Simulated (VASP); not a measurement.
# B2C (Immm) in VASP: settings compared, part 2 of 2

VASP 6.6.1.

**3. Relaxation of cell and atoms, PBE**

This run uses another cell than the first one, of 11.92 Å³/atom, 1.107 times its volume.

The input, INCAR:

```
SYSTEM = B2C
PREC = Accurate ; ENCUT = 520
EDIFF = 1E-7 ; ISMEAR = 0
SIGMA = 0.1 ; LREAL = .False.
LASPH = .True. ; NELM = 120
ALGO = Normal ; ISIF = 3
LWAVE = .False. ; LCHARG = .False.
GGA = PE ; IBRION = 2
NSW = 60 ; EDIFFG = -0.005
POTIM = 0.3 ; KPAR = 4
```

The input, KPOINTS:

```
Automatic mesh
0
Gamma
  16 16 16
  0 0 0
```

The input, POSCAR:

```
B2C                                     
1.0
   -1.2878358620      1.7140695286      4.0515599901
    1.2878358620     -1.7140695286      4.0515599901
    1.2878358620      1.7140695286     -4.0515599901
  B               C             
     2     1
Direct
     0.2545298504470193    0.5000000000000000    0.7545298504470195
     0.7454701495529805    0.5000000000000000    0.2454701495529806
     0.0000000000000000    0.0000000000000000    0.0000000000000000
```

Potentials or basis: VASP PAW PBE potentials, release 64 (B, C).

Command:

```console
cat potpaw_PBE.64/B/POTCAR potpaw_PBE.64/C/POTCAR > POTCAR
mpirun -np 4 vasp_std > vasp.out
```

OUTCAR:

```text
SYSTEM = B2C
   PREC = Accurate
   ENCUT = 520
   EDIFF = 1E-7
   ISMEAR = 0
   LREAL = .False.
   LASPH = .True.
   NELM = 120
   ISIF = 3
   GGA = PE
   IBRION = 2
   NSW = 60
   EDIFFG = -0.005
   POTIM = 0.3

 ion  position               nearest neighbor table
   1  0.255  0.500  0.755-   3 1.56   3 1.56   2 1.68   2 1.75
   2  0.745  0.500  0.245-   3 1.56   3 1.56   1 1.68   1 1.75
   3  0.000  0.000  0.000-   1 1.56   2 1.56   1 1.56   2 1.56

  LATTYP: Found a body centered orthorhombic cell.
 ALAT       =     2.5756717240
 B/A-ratio  =     1.3309689373
 C/A-ratio  =     3.1460220278

  Lattice vectors:

 A1 = (  -1.2878358620,   1.7140695286,   4.0515599901)
 A2 = (   1.2878358620,  -1.7140695286,   4.0515599901)
 A3 = (   1.2878358620,   1.7140695286,  -4.0515599901)

Analysis of symmetry for initial positions (statically):
=====================================================================
 Subroutine PRICEL returns:
 Original cell was already a primitive cell.

 Routine SETGRP: Setting up the symmetry group for a
 body centered orthorhombic supercell.

 Subroutine GETGRP returns: Found  8 space group operations
[... 276 lines left out ...]

  energy  without entropy=      -21.2052250446  energy(sigma->0) =      -21.20649197

[... ionic steps 4 to 27 ...]

--------------------------------------- Ionic step       28  -------------------------------------------

 number of electron      10.0000000 magnetization

------------------------ aborting loop because EDIFF is reached ----------------------------------------
[... 69 lines left out ...]
--------------------------------------- Ionic step       30  -------------------------------------------

 number of electron      10.0000000 magnetization

 Free energy of the ion-electron system (eV)
  ---------------------------------------------------
  ext. energy  EPLUGINS =         0.00000000
  ---------------------------------------------------
  free energy    TOTEN  =       -21.20849917 eV

  energy without entropy =      -21.20620647  energy(sigma->0) =      -21.20735282

 E-fermi :   1.9024     XC(G=0):  -8.3621

 val. band max:        1.8853865637   @ k =   0.3125  -0.3125   0.1875
 cond. band min:       1.9088731940   @ k =   0.3750  -0.2500   0.1875
 fundamental gap:      0.0234866303
 Fermi energy:         1.9024432392

 k-point     1 :       0.0000    0.0000    0.0000
  band No.  band energies     occupation
      1     -14.4878      2.00000
      2      -4.0911      2.00000
      3      -3.7394      2.00000
      4      -2.8969      2.00000
      5      -2.7551      2.00000
      6       5.2820      0.00000
      7       7.3730      0.00000
      8       7.9340      0.00000
      9       9.3370      0.00000
[... 265 lines left out ...]
 k-point    24 :      -0.1250    0.0625    0.0000
  band No.  band energies     occupation
      1     -14.3510      2.00000
      2      -5.3177      2.00000
      3      -3.5335      2.00000
      4      -2.9837      2.00000
      5      -1.4111      2.00000
      6       5.4385      0.00000
      7       5.6420      0.00000
      8       9.3759      0.00000
      9       9.6133      0.00000

 [... further k-points ...]
[... 5 lines left out ...]
  --------------------------------------------------------------------------------------
  -------------------------------------------------------------------------------------
  Total        0.0046142     -0.0028551     -0.0001182      0.0000000      0.0000000      0.0000000
  in kB        0.1955447     -0.1209970     -0.0050113      0.0000000      0.0000000      0.0000000
  external PRESSURE =       0.0231788 kB  Pullay stress =       0.0000000 kB
[... 18 lines left out ...]
  FREE ENERGIE OF THE ION-ELECTRON SYSTEM (eV)
  ---------------------------------------------------
  free  energy   TOTEN  =       -21.2084991741 eV

  energy  without entropy=      -21.2062064746  energy(sigma->0) =      -21.20735282

 reached required accuracy - stopping structural energy minimisation
```

OSZICAR:

```text
N       E                     dE             d eps       ncg     rms          rms(c)
DAV:   1     0.188610931984E+02    0.18861E+02   -0.48887E+03 11178   0.974E+02
DAV:   2    -0.218483969439E+02   -0.40709E+02   -0.38959E+02 15826   0.155E+02
DAV:   3    -0.234636968827E+02   -0.16153E+01   -0.16028E+01 15184   0.330E+01
DAV:   4    -0.234771272607E+02   -0.13430E-01   -0.13415E-01 16857   0.294E+00
[... 234 lines left out ...]
DAV:   1    -0.212085186253E+02   -0.22678E-04   -0.63251E-04 11241   0.197E-01    0.173E-02
DAV:   2    -0.212085032647E+02    0.15361E-04   -0.30861E-05 12535   0.372E-02    0.765E-03
DAV:   3    -0.212084994238E+02    0.38409E-05   -0.10813E-05 12762   0.213E-02    0.280E-03
DAV:   4    -0.212084991941E+02    0.22970E-06   -0.15762E-06 14251   0.789E-03    0.990E-04
DAV:   5    -0.212084991741E+02    0.20002E-07   -0.38094E-07 10092   0.384E-03
  30 F= -.21208499E+02 E0= -.21207353E+02  d E =-.323714E-05
```

It took 11 min on 4 MPI ranks of AMD EPYC 9R45 (Zen 5), shared host; peak memory 0.35 GiB.

What came out:

```yaml
Free_energy: -21.2085 eV
Relaxed_volume: 12.60 Å³/atom
Relaxed_cell: a = 4.788 Å, b = 4.788 Å, c = 4.788 Å, α = 148.80°, β = 138.02°, γ = 53.22°
Space_group_after_relaxing_to_0.05_Å: Immm (No. 71)
Energy_gained_by_relaxing: 0.2 meV/atom
Ionic_steps: 30
Pressure_after_relaxing: 0.0 GPa
Largest_force_after_relaxing: 0.005 eV/Å
Band_gap_on_the_k_mesh: none (metal or under the smearing width)
```

Forces on the atoms (eV/Å):
```
B    0.000  0.005  0.000
B    0.000 -0.005  0.000
C    0.000  0.000  0.000
```

Step by step:
```tsv
step	energy change (eV)	largest force (eV/Å)	pressure (GPa)	volume (Å³)
1	0.0000	0.0025	0.10	35.77
2	0.0000	0.0044	0.01	35.80
3	0.0000	0.0057	-0.01	35.80
4	0.0000	0.0028	-0.02	35.81
5	0.0000	0.0064	-0.04	35.85
6	-0.0001	0.0242	-0.08	35.91
7	0.0000	0.0600	-0.17	36.05
8	-0.0001	0.0359	-0.11	35.96
9	-0.0001	0.0357	-0.11	35.96
10	-0.0001	0.0351	-0.10	35.97
11	-0.0001	0.0345	-0.10	35.99
12	-0.0001	0.0325	-0.09	36.04
13	-0.0002	0.0289	-0.07	36.12
14	-0.0003	0.0214	-0.03	36.30
15	-0.0005	0.0053	0.04	36.64
16	-0.0006	0.0309	0.18	37.33
17	-0.0006	0.0287	0.15	37.44
18	-0.0007	0.0221	0.06	37.75
19	-0.0006	0.0097	-0.12	38.38
20	-0.0007	0.0183	0.01	37.94
21	-0.0007	0.0184	0.01	37.93
22	-0.0007	0.0203	0.03	37.84
23	-0.0007	0.0192	0.02	37.90
24	-0.0007	0.0188	0.01	37.92
25	-0.0007	0.0086	0.02	37.88
26	-0.0007	0.0013	0.02	37.85
27	-0.0007	0.0057	0.02	37.83
28	-0.0007	0.0133	0.03	37.80
29	-0.0007	0.0092	0.02	37.82
30	-0.0007	0.0045	0.00	37.81
```

Final structure:
```
B C
1.0
    -1.28747    1.71492    4.28078
     1.28747   -1.71492    4.28078
     1.28747    1.71492   -4.28078
B C
2 1
Cartesian
  1.2875 0.8733 0.0000
  0.0000 0.8416 4.2808
  0.0000 0.0000 0.0000
```

Levels at points of the mesh, in eV from the Fermi level:
```csv
k point,band 2,band 3,band 4,band 5,band 6,band 7,band 8,band 9
"(0.00, 0.00, 0.00)",-5.99,-5.64,-4.80,-4.66,3.38,5.47,6.03,7.43
"(0.50, 0.00, 0.00)",-10.01,-4.65,-4.11,-0.38,1.33,4.86,6.32,7.57
"(0.00, 0.50, 0.00)",-12.33,-4.43,-4.28,-1.11,-0.80,5.01,5.82,7.85
"(0.50, 0.50, 0.00)",-11.91,-6.96,-5.49,-0.35,1.39,2.32,9.58,9.70
"(0.50, 0.50, 0.50)",-6.32,-5.94,-4.84,-4.66,5.23,6.03,7.17,8.56
```

**4. Single point, r2SCAN**

This run uses another cell than the first one, of 12.60 Å³/atom, 1.170 times its volume.

The input, INCAR:

```
PREC = Accurate
ENCUT = 520
EDIFF = 1E-6
ISMEAR = 0
SIGMA = 0.1
LREAL = False
LASPH = True
NELM = 150
ALGO = Normal
ISIF = 2
LWAVE = False
LCHARG = False
METAGGA = R2SCAN
LMIXTAU = True
KPAR = 4
```

The input, KPOINTS:

```
regular mesh
0
Gamma
  16 16 16
```

The input, POSCAR:

```
B2C                                     
1.0
   -1.2874684497      1.7149224859      4.2807807666
    1.2874684497     -1.7149224859      4.2807807666
    1.2874684497      1.7149224859     -4.2807807666
  B               C             
     2     1
Direct
     0.2546135616522368    0.5000000000000000    0.7546135616522365
     0.7453864383477635    0.5000000000000000    0.2453864383477634
     0.0000000000000000    0.0000000000000000    0.0000000000000000
```

Command:

```console
cat potpaw_PBE.64/B/POTCAR potpaw_PBE.64/C/POTCAR > POTCAR
mpirun -np 4 vasp_std > vasp.out
```

Wall time 5.2 min (4 MPI ranks of AMD EPYC 9R45 (Zen 5), shared host); peak memory 0.36 GiB.

Results (log left out):

```
Free energy            : -23.2040 eV
Pressure               : -1.5 GPa
Largest force          : 0.043 eV/Å
Band gap on the k mesh : none (metal or under the smearing width)
```

Forces on the atoms (eV/Å):
```
B    0.000 -0.043  0.000
B    0.000  0.043  0.000
C    0.000  0.000  0.000
```

Stress tensor (GPa, compression positive):
```
-2.14  0.00  0.00
 0.00 -1.32  0.00
 0.00  0.00 -0.93
```

Levels at points of the mesh, in eV from the Fermi level:
```csv
k point,band 3,band 4,band 5,band 6,band 7,band 8
"(0.00, 0.00, 0.00)",-5.96,-5.18,-4.93,3.34,6.01,6.43
"(0.50, 0.00, 0.00)",-4.93,-4.35,-0.34,1.32,5.11,6.54
"(0.00, 0.50, 0.00)",-4.74,-4.71,-1.07,-0.89,5.30,6.11
"(0.50, 0.50, 0.00)",-7.38,-6.02,-0.40,1.62,2.59,9.87
"(0.50, 0.50, 0.50)",-6.39,-5.22,-4.94,5.45,6.67,7.47
```

Caveat: the PAW data sets were made with another functional, which shifts forces and pressure a little.
